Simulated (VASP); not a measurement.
```
Ti24O47
1.0
    9.31125     0.00000     0.00000
    0.00000     9.31125     0.00000
    0.00000     0.00000     8.90603
Ti O
24 47
Cartesian
  0.00000   0.00000   0.00000
  2.32781   2.32781   1.48434
  0.00000   0.00000   2.96867
  2.32781   2.32781   4.45301
  0.00000   0.00000   5.93735
  2.32781   2.32781   7.42169
  0.00000   4.65562   0.00000
  2.32781   6.98344   1.48434
  0.00000   4.65562   2.96867
  2.31341   6.94418   4.44120
  0.00000   4.65562   5.93735
  2.32781   6.98344   7.42169
  4.65562   0.00000   0.00000
  6.98344   2.32781   1.48434
  4.65562   0.00000   2.96867
  6.98344   2.32781   4.45301
  4.65562   0.00000   5.93735
  6.98344   2.32781   7.42169
  4.65562   4.65562   0.00000
  6.98344   6.98344   1.48434
  4.64425   4.61707   2.94243
  6.98344   6.98344   4.45301
  4.61915   4.66736   5.94006
  6.98344   6.98344   7.42169
  1.41997   1.41997   0.00000
  3.74778   0.90785   1.48434
  0.90785   3.74778   1.48434
  3.23566   3.23566   0.00000
  1.41997   1.41997   2.96867
  3.74778   0.90785   4.45301
  0.90785   3.74778   4.45301
  3.19286   3.25763   2.97091
  1.41997   1.41997   5.93735
  3.74778   0.90785   7.42169
  0.90785   3.74778   7.42169
  3.23841   3.19779   5.89976
  1.41997   6.07559   0.00000
  3.70169   5.56680   1.50383
  0.90785   8.40340   1.48434
  3.23566   7.89128   0.00000
  1.45908   6.11132   2.93162
  0.90785   8.40340   4.45301
  3.21479   7.92631   2.92563
  1.44800   6.09237   5.94383
  3.71378   5.52087   7.38368
  0.90785   8.40340   7.42169
  3.22091   7.85138   5.98567
  6.07559   1.41997   0.00000
  8.40340   0.90785   1.48434
  5.56347   3.74778   1.48434
  7.89128   3.23566   0.00000
  6.07559   1.41997   2.96867
  8.40340   0.90785   4.45301
  5.57470   3.70141   4.41378
  7.89128   3.23566   2.96867
  6.07559   1.41997   5.93735
  8.40340   0.90785   7.42169
  5.56347   3.74778   7.42169
  7.89128   3.23566   5.93735
  6.07559   6.07559   0.00000
  8.40340   5.56347   1.48434
  5.56347   8.40340   1.48434
  7.89128   7.89128   0.00000
  6.10660   6.04940   2.98072
  8.40340   5.56347   4.45301
  5.56347   8.40340   4.45301
  7.89128   7.89128   2.96867
  6.05349   6.10643   5.97353
  8.40340   5.56347   7.42169
  5.56347   8.40340   7.42169
  7.89128   7.89128   5.93735
```

Level of theory: PBE GGA, VASP's PBE PAW potentials (set 64) (plane waves; VASP 6.6.1). Run with PREC = Normal, LREAL = Auto, ISYM = 0, EDIFF = 1E-5, 400 eV cut-off, 1×1×1 Γ-centred mesh, Gaussian smearing of 0.050 eV, potentials Ti O.

The supercell is sampled at Γ alone, which is coarse: total energies, pressure and levels can be off, energies of defects by several tenths of an eV.

**Question.** The ions are relaxed. Give the cell that the relaxation ends in.

**Answer.** 
```
Ti24O47
1.0
    9.31125     0.00000     0.00000
    0.00000     9.31125     0.00000
    0.00000     0.00000     8.90603
Ti O
24 47
Direct
  0.01027   0.98979   0.99973
  0.24893   0.25062   0.16649
  0.99269   0.00649   0.32925
  0.24981   0.25043   0.49991
  0.99274   0.00660   0.67033
  0.24901   0.25067   0.83339
  0.00048   0.50219   0.99992
  0.25134   0.74922   0.16911
  0.99920   0.49929   0.33361
  0.22820   0.77148   0.49981
  0.99881   0.49879   0.66628
  0.25071   0.74859   0.83047
  0.49787   0.99958   0.99991
  0.75725   0.24324   0.16403
  0.50099   0.00111   0.33363
  0.74967   0.25003   0.49989
  0.50060   0.00055   0.66626
  0.75663   0.24263   0.83574
  0.48903   0.51080   0.99974
  0.74907   0.75086   0.16638
  0.51749   0.48190   0.31393
  0.74863   0.74919   0.49997
  0.51746   0.48194   0.68563
  0.74920   0.75084   0.83351
  0.15169   0.15104   0.99979
  0.39976   0.09726   0.16717
  0.09682   0.40217   0.16691
  0.34701   0.35026   0.99985
  0.14991   0.15294   0.33269
  0.39857   0.09676   0.49982
  0.09424   0.39981   0.49980
  0.34882   0.35369   0.33560
  0.14992   0.15289   0.66699
  0.39980   0.09729   0.83246
  0.09689   0.40218   0.83275
  0.34881   0.35372   0.66398
  0.15601   0.64943   0.99981
  0.40434   0.59532   0.17354
  0.10014   0.89952   0.17088
  0.35018   0.84365   0.99979
  0.15889   0.64782   0.33849
  0.09101   0.90862   0.49979
  0.35187   0.84071   0.33861
  0.15888   0.64773   0.66102
  0.40431   0.59535   0.82610
  0.10012   0.89947   0.82868
  0.35180   0.84070   0.66107
  0.65223   0.15058   0.99993
  0.90280   0.09688   0.16214
  0.60130   0.39825   0.15513
  0.84902   0.34746   0.99971
  0.64877   0.15579   0.33270
  0.89788   0.10170   0.49980
  0.59008   0.40951   0.49979
  0.84390   0.35087   0.33279
  0.64874   0.15572   0.66684
  0.90271   0.09678   0.83746
  0.60124   0.39819   0.84442
  0.84385   0.35081   0.66691
  0.64942   0.65255   0.99984
  0.90233   0.59982   0.16720
  0.59739   0.90269   0.16694
  0.84860   0.84795   0.99985
  0.64583   0.65070   0.33560
  0.90275   0.60098   0.49983
  0.59980   0.90531   0.49981
  0.84669   0.84964   0.33273
  0.64586   0.65067   0.66410
  0.90237   0.59982   0.83244
  0.59741   0.90268   0.83274
  0.84665   0.84963   0.66690
```

**Question.** How much energy does the relaxation gain?

**Answer.** The energy (σ→0) changes by -25.1 meV/atom, in 30 ionic steps.

The cell is a supercell with a defect, built from TiO2 (rutile): vac_O. The run is not spin-polarised, so no state with unpaired spins was tried.
